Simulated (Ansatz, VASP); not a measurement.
## KTaO3 in two plane-wave programs

Aim: how closely do two programs agree when they are given the same cell, functional and k mesh? The cell is taken from a series of runs on this material, whose earlier steps may have relaxed, scaled, displaced or heated it; both programs get it as it stands.

Method: plane waves, with VASP 6.6.1 beside it; zone-centre phonons at LDA, in Ansatz 0.2.0.

## (1) The starting structure

Symmetry: Pm-3m, No. 221, cubic system. The conventional cell has a = 3.978 Å, b = 3.978 Å, c = 3.978 Å, α = 90.00°, β = 90.00°, γ = 90.00°. Nearest to O lie 2 Ta at 1.99 Å and 4 K at 2.81 Å. K has 12 O at 2.81 Å nearest. Ta has 6 O at 1.99 Å nearest. Farther neighbours and most contacts between anions are not listed.

As a file:

```cif
data_structure
_symmetry_space_group_name_H-M 'P 1'
_symmetry_Int_Tables_number 1
_cell_length_a 3.9775
_cell_length_b 3.9775
_cell_length_c 3.9775
_cell_angle_alpha 90.000
_cell_angle_beta 90.000
_cell_angle_gamma 90.000
_cell_volume 62.93
loop_
_atom_site_label
_atom_site_type_symbol
_atom_site_fract_x
_atom_site_fract_y
_atom_site_fract_z
_atom_site_occupancy
O1 O 0.50000 0.00000 0.00000 1
O2 O 0.00000 0.50000 0.00000 1
O3 O 0.00000 0.00000 0.50000 1
K4 K 0.50000 0.50000 0.50000 1
Ta5 Ta 0.00000 0.00000 0.00000 1
```

## (2) VASP: zone-centre phonons, LDA

Second derivatives magnify differences that forces hide, and they need a tight electronic threshold.

Lines of VASP's logs that name or quote its potential files are left out, and so is its time.

INCAR reads:

```
SYSTEM = KTaO3
PREC = Accurate
ENCUT = 600
EDIFF = 1E-08
NELM = 120
ISMEAR = 0
SIGMA = 0.01
LREAL = .FALSE.
ALGO = Normal
GGA = CA
NBANDS = 25
LASPH = .TRUE.
LORBIT = 11
LWAVE = .FALSE.
LCHARG = .FALSE.
ISIF = 2
IBRION = 8
LEPSILON = .TRUE.
GGA_COMPAT = .FALSE.
EFERMI = MIDGAP
KPAR = 2
```

POSCAR reads:

```
KTaO3
1.0
    3.9775250913      0.0000000000      0.0000000000
    0.0000000000      3.9775250913      0.0000000000
    0.0000000000      0.0000000000      3.9775250913
O K Ta
3 1 1
Direct
    0.5000000000      0.0000000000      0.0000000000
    0.0000000000      0.5000000000      0.0000000000
    0.0000000000      0.0000000000      0.5000000000
    0.5000000000      0.5000000000      0.5000000000
    0.0000000000      0.0000000000      0.0000000000
```

KPOINTS reads:

```
Automatic mesh
0
Gamma
8 8 8
0 0 0
```

Potentials, in the order of the species: O, K_sv and Ta_pv (LDA family, release 64).

Started as:

```sh
$ mpirun -np 2 vasp_std
```

Numbers of over 12 decimals in the logs are rounded to 6 here.

Output:

```text
[banner, memory and clock lines left out]
running    2 mpi-ranks, on    1 nodes
 distrk:  each k-point on    1 cores,    2 groups
 distr:  one band on    1 cores,    1 groups

 POSCAR found type information on POSCAR O K Ta
 POSCAR found :  3 types and       5 ions
 LDA part: xc-table for (Slater(with rela. corr.)+CA(PZ))
 , standard interpolation
 POSCAR, INCAR and KPOINTS ok, starting setup
 FFT: planning ... GRIDC
 FFT: planning ... GRID_SOFT
 FFT: planning ... GRID
 WAVECAR not read
 entering main loop
       N       E                     dE             d eps       ncg     rms          rms(c)
DAV:   1     0.356795906494E+03    0.35680E+03   -0.22655E+04  1750   0.170E+03
DAV:   2    -0.317251042302E+02   -0.38852E+03   -0.37773E+03  2062   0.462E+02
DAV:   3    -0.526101413498E+02   -0.20885E+02   -0.20807E+02  2407   0.103E+02
DAV:   4    -0.533394925797E+02   -0.72935E+00   -0.72848E+00  2995   0.134E+01
DAV:   5    -0.533461575304E+02   -0.66650E-02   -0.66641E-02  2327   0.103E+00    0.344E+01
DAV:   6    -0.454021522958E+02    0.79440E+01   -0.38906E+01  2271   0.423E+01    0.137E+01
DAV:   7    -0.451673527637E+02    0.23480E+00   -0.23586E+00  2239   0.971E+00    0.918E+00
DAV:   8    -0.450741196475E+02    0.93233E-01   -0.39315E-01  2342   0.526E+00    0.200E+00
DAV:   9    -0.450624376770E+02    0.11682E-01   -0.30578E-02  2305   0.139E+00    0.261E-01
DAV:  10    -0.450611015403E+02    0.13361E-02   -0.10617E-02  2374   0.693E-01    0.931E-02
DAV:  11    -0.450610466352E+02    0.54905E-04   -0.98439E-04  2308   0.204E-01    0.283E-02
DAV:  12    -0.450610473920E+02   -0.75676E-06   -0.35735E-05  2442   0.464E-02    0.421E-03
DAV:  13    -0.450610471306E+02    0.26144E-06   -0.22082E-06  2312   0.123E-02    0.370E-03
DAV:  14    -0.450610470739E+02    0.56625E-07   -0.38490E-07  2682   0.416E-03    0.119E-03
DAV:  15    -0.450610470754E+02   -0.14747E-08   -0.22971E-08  1954   0.113E-03
   1 F= -.45061047E+02 E0= -.45061047E+02  d E =0.000000E+00
 Linear response reoptimize wavefunctions to high precision
DAV:   1    -0.450610470737E+02    0.17585E-08   -0.13157E-08  2257   0.704E-04
DAV:   2    -0.450610470736E+02    0.13642E-10   -0.33755E-10  1487   0.133E-04
 Linear response G [H, r] |phi>, progress :
  Direction:   1
       N       E                     dE             d eps       ncg     rms
RMM:   1    -0.135044250126E+03   -0.13504E+03    0.70126E+02  3012   0.196E+02
RMM:   2    -0.129002225696E+03    0.60420E+01   -0.30107E+01  2952   0.350E+01
RMM:   3    -0.129442211911E+03   -0.43999E+00   -0.36995E+00  3490   0.753E+00
RMM:   4    -0.129533779147E+03   -0.91567E-01   -0.63041E-01  3824   0.246E+00
RMM:   5    -0.129557923954E+03   -0.24145E-01   -0.14715E-01  4002   0.109E+00
RMM:   6    -0.129566331909E+03   -0.84080E-02   -0.45721E-02  4098   0.546E-01
RMM:   7    -0.129568633800E+03   -0.23019E-02    0.56344E-04  4213   0.303E-01
RMM:   8    -0.129569405111E+03   -0.77131E-03    0.79461E-02  4280   0.181E-01
RMM:   9    -0.129569502249E+03   -0.97137E-04    0.42509E-02  4249   0.118E-01
RMM:  10    -0.129569790430E+03   -0.28818E-03    0.51467E-03  4167   0.828E-02
RMM:  11    -0.129569656912E+03    0.13352E-03    0.15189E-02  4083   0.606E-02
RMM:  12    -0.129569787707E+03   -0.13080E-03   -0.11059E-02  4045   0.475E-02
RMM:  13    -0.129569712859E+03    0.74848E-04    0.23421E-03  3996   0.390E-02
RMM:  14    -0.129569760488E+03   -0.47629E-04    0.79002E-03  4009   0.343E-02
RMM:  15    -0.129569735908E+03    0.24580E-04    0.15093E-03  3993   0.314E-02
RMM:  16    -0.129569734618E+03    0.12898E-05    0.30166E-03  4015   0.295E-02
RMM:  17    -0.129569737338E+03   -0.27200E-05   -0.21338E-03  4038   0.283E-02
RMM:  18    -0.129569730926E+03    0.64122E-05    0.27039E-03  4059   0.276E-02
RMM:  19    -0.129569726654E+03    0.42722E-05   -0.46644E-04  4052   0.270E-02
 Linear response G [H, r] |phi>, progress :
  Direction:   2
       N       E                     dE             d eps       ncg     rms
RMM:   1    -0.147983466246E+03   -0.14798E+03    0.54234E+02  2949   0.195E+02
RMM:   2    -0.148212753804E+03   -0.22929E+00   -0.34171E+01  2843   0.375E+01
RMM:   3    -0.148765630147E+03   -0.55288E+00   -0.54058E+00  3540   0.880E+00
RMM:   4    -0.148838221475E+03   -0.72591E-01   -0.87028E-01  3932   0.297E+00
RMM:   5    -0.148877299006E+03   -0.39078E-01   -0.20231E-01  4089   0.133E+00
RMM:   6    -0.148888362642E+03   -0.11064E-01   -0.58943E-02  4166   0.658E-01
RMM:   7    -0.148891508793E+03   -0.31462E-02   -0.13269E-02  4244   0.369E-01
RMM:   8    -0.148892430332E+03   -0.92154E-03   -0.34040E-02  4310   0.219E-01
RMM:   9    -0.148892908380E+03   -0.47805E-03    0.74395E-03  4294   0.146E-01
RMM:  10    -0.148893012424E+03   -0.10404E-03   -0.60173E-03  4247   0.104E-01
RMM:  11    -0.148893111152E+03   -0.98728E-04   -0.91165E-03  4169   0.789E-02
RMM:  12    -0.148893048525E+03    0.62628E-04   -0.35384E-03  4118   0.630E-02
[...]
RMM:  29    -0.826207468028E+00    0.89959E-08   -0.27195E-06  6846   0.174E-03    0.587E-06
 change of polarisation eV/A/(eV/A) component  3 :    -0.164    -0.260     1.588
 dielectric tensor                  component  3 :    -0.472    -0.747     5.566
 Linear response DOF=           4
 Linear response progress:
  Degree of freedom:   1/  4
[...]
RMM:   2    -0.360461085941E+00    0.48231E-02   -0.10244E-02 10518   0.456E-01    0.114E-01
RMM:   3    -0.361638492924E+00   -0.11774E-02   -0.17221E-03 10454   0.152E-01    0.565E-02
RMM:   4    -0.363068773168E+00   -0.14303E-02   -0.55992E-04 10459   0.105E-01    0.143E-02
RMM:   5    -0.363119878205E+00   -0.51105E-04   -0.70429E-05 12153   0.307E-02    0.374E-03
RMM:   6    -0.363130914695E+00   -0.11036E-04   -0.12891E-05 13667   0.102E-02    0.231E-03
RMM:   7    -0.363126127432E+00    0.47873E-05   -0.30512E-06 13095   0.500E-03    0.656E-04
RMM:   8    -0.363128011770E+00   -0.18843E-05   -0.13909E-06 14262   0.261E-03    0.335E-04
RMM:   9    -0.363129886042E+00   -0.18743E-05   -0.93002E-07 14141   0.156E-03    0.183E-04
RMM:  10    -0.363129209976E+00    0.67607E-06    0.30885E-07 14299   0.110E-03    0.599E-05
RMM:  11    -0.363129083135E+00    0.12684E-06    0.87233E-08 14674   0.863E-04    0.557E-05
RMM:  12    -0.363129128972E+00   -0.45836E-07   -0.85328E-07 14673   0.734E-04    0.208E-05
RMM:  13    -0.363129149150E+00   -0.20178E-07    0.34175E-07 14750   0.657E-04    0.122E-05
RMM:  14    -0.363129141124E+00    0.80258E-08   -0.38671E-07 14700   0.609E-04    0.113E-05
RMM:  15    -0.363129178725E+00   -0.37601E-07   -0.21368E-07 14696   0.577E-04    0.421E-06
RMM:  16    -0.363129184593E+00   -0.58681E-08   -0.21903E-07 14453   0.558E-04    0.214E-06
RMM:  17    -0.363129176114E+00    0.84792E-08   -0.48237E-08 14354   0.545E-04    0.512E-06
 first order change of Fermi-energy  -0.15036E-05
 force on displaced ion       1 direction 2 :   0.000  -4.498   0.000
 Born effective charge ion    1 direction 2 :   0.000  -1.692   0.000
 Linear response progress:
  Degree of freedom:   3/  4
       N       E                     dE             d eps       ncg     rms          rms(c)
RMM:   1    -0.305804943244E+00   -0.30580E+00    0.18197E-01  6322   0.286E+00
RMM:   2    -0.306170615280E+00   -0.36567E-03   -0.40450E-02  6580   0.748E-01    0.515E-02
RMM:   3    -0.307062021770E+00   -0.89141E-03   -0.68690E-03  7102   0.254E-01    0.264E-02
RMM:   4    -0.307374586329E+00   -0.31256E-03   -0.11599E-03  7789   0.793E-02    0.258E-02
RMM:   5    -0.307387586620E+00   -0.13000E-04   -0.28823E-04  7690   0.385E-02    0.154E-02
RMM:   6    -0.307370637549E+00    0.16949E-04   -0.62417E-05  7783   0.211E-02    0.136E-03
RMM:   7    -0.307381264466E+00   -0.10627E-04   -0.22200E-05  7982   0.100E-02    0.152E-03
RMM:   8    -0.307379348796E+00    0.19157E-05   -0.17040E-06  8313   0.509E-03    0.110E-03
RMM:   9    -0.307377011470E+00    0.23373E-05   -0.85730E-06  8160   0.297E-03    0.107E-03
RMM:  10    -0.307373059353E+00    0.39521E-05   -0.53141E-07  8074   0.202E-03    0.427E-04
RMM:  11    -0.307369342269E+00    0.37171E-05   -0.15191E-06  8173   0.145E-03    0.900E-05
RMM:  12    -0.307369254938E+00    0.87332E-07    0.92825E-08  8479   0.109E-03    0.339E-05
RMM:  13    -0.307369039713E+00    0.21523E-06   -0.25864E-07  8680   0.937E-04    0.282E-05
RMM:  14    -0.307369088050E+00   -0.48337E-07    0.16640E-08  8534   0.848E-04    0.389E-05
[...]
RMM:  22    -0.307368701857E+00    0.96974E-07   -0.46963E-07  9041   0.732E-04    0.724E-06
RMM:  23    -0.307368691343E+00    0.10515E-07   -0.69881E-07  9002   0.730E-04    0.377E-06
RMM:  24    -0.307368689594E+00    0.17490E-08   -0.45575E-07  9034   0.728E-04    0.277E-06
RMM:  25    -0.307368686855E+00    0.27381E-08   -0.74231E-07  9085   0.728E-04    0.156E-06
RMM:  26    -0.307368691521E+00   -0.46657E-08   -0.34045E-07  8617   0.727E-04    0.254E-06
RMM:  27    -0.307368690817E+00    0.70393E-09   -0.76281E-07  8652   0.727E-04    0.247E-06
RMM:  28    -0.307368690489E+00    0.32833E-09   -0.30660E-07  8656   0.727E-04    0.242E-06
RMM:  29    -0.307368687577E+00    0.29114E-08   -0.68783E-07  8556   0.727E-04    0.216E-06
 first order change of Fermi-energy  -0.15276E-03
 force on displaced ion       4 direction 1 :  -3.758  -0.000   0.000
 Born effective charge ion    4 direction 1 :   1.151   0.000   0.000
 Linear response progress:
  Degree of freedom:   4/  4
       N       E                     dE             d eps       ncg     rms          rms(c)
RMM:   1    -0.188815679035E+00   -0.18882E+00    0.77242E+00  4499   0.158E+01
RMM:   2    -0.212163695896E+00   -0.23348E-01   -0.34250E-02  5856   0.115E+00    0.151E-01
RMM:   3    -0.210922388597E+00    0.12413E-02   -0.15128E-03  6452   0.192E-01    0.804E-02
RMM:   4    -0.210028066513E+00    0.89432E-03   -0.28250E-04  7071   0.872E-02    0.269E-02
RMM:   5    -0.209798906811E+00    0.22916E-03   -0.33793E-05  7609   0.260E-02    0.558E-03
RMM:   6    -0.209772552782E+00    0.26354E-04   -0.79145E-06  8015   0.844E-03    0.214E-03
RMM:   7    -0.209768608186E+00    0.39446E-05   -0.28778E-06  7799   0.368E-03    0.725E-04
RMM:   8    -0.209768635944E+00   -0.27758E-07   -0.14936E-06  8248   0.195E-03    0.321E-04
RMM:   9    -0.209769283902E+00   -0.64796E-06   -0.77622E-07  8343   0.128E-03    0.876E-05
RMM:  10    -0.209769475417E+00   -0.19151E-06    0.32060E-09  8406   0.929E-04    0.343E-05
RMM:  11    -0.209769538123E+00   -0.62706E-07   -0.63252E-07  8751   0.750E-04    0.170E-05
RMM:  12    -0.209769547648E+00   -0.95247E-08   -0.54862E-07  8851   0.632E-04    0.175E-05
RMM:  13    -0.209769565215E+00   -0.17567E-07   -0.74733E-07  8806   0.563E-04    0.123E-05
RMM:  14    -0.209769566162E+00   -0.94727E-09   -0.54663E-07  8819   0.522E-04    0.464E-06
[...]
RMM:  18    -0.209769597531E+00   -0.26578E-08   -0.66903E-07  8644   0.447E-04    0.246E-06
RMM:  19    -0.209769586377E+00    0.11154E-07   -0.48182E-07  8642   0.440E-04    0.331E-06
RMM:  20    -0.209769591535E+00   -0.51585E-08   -0.56629E-07  8608   0.436E-04    0.391E-06
RMM:  21    -0.209769581709E+00    0.98258E-08   -0.48631E-07  8606   0.433E-04    0.416E-06
RMM:  22    -0.209769577569E+00    0.41404E-08   -0.55889E-07  8863   0.430E-04    0.530E-06
RMM:  23    -0.209769583379E+00   -0.58096E-08   -0.94524E-07  8649   0.428E-04    0.518E-06
RMM:  24    -0.209769578335E+00    0.50434E-08   -0.64434E-07  8695   0.427E-04    0.538E-06
RMM:  25    -0.209769566804E+00    0.11531E-07   -0.25212E-07  8691   0.425E-04    0.531E-06
 first order change of Fermi-energy  -0.12303E-03
 force on displaced ion       5 direction 1 :  -2.699  -0.000  -0.000
 Born effective charge ion    5 direction 1 :   8.808   0.000   0.000
 Born effective charges drift removed
 Linear response finished
```

(Continued in part 2 of 3.)

[Lines on the potential files, build, host, timing and source positions are cut from VASP's logs without a mark.]

[Logs are printed without paths, hosts, clocks, repeated set-up lines and the standing remarks that a program may print on its own settings, such as how far it seeks lower states.]

[Hosts, paths, dates, database ids (printed as entryN), source tags and the programs' standing remarks are cut or masked in the printed files.]
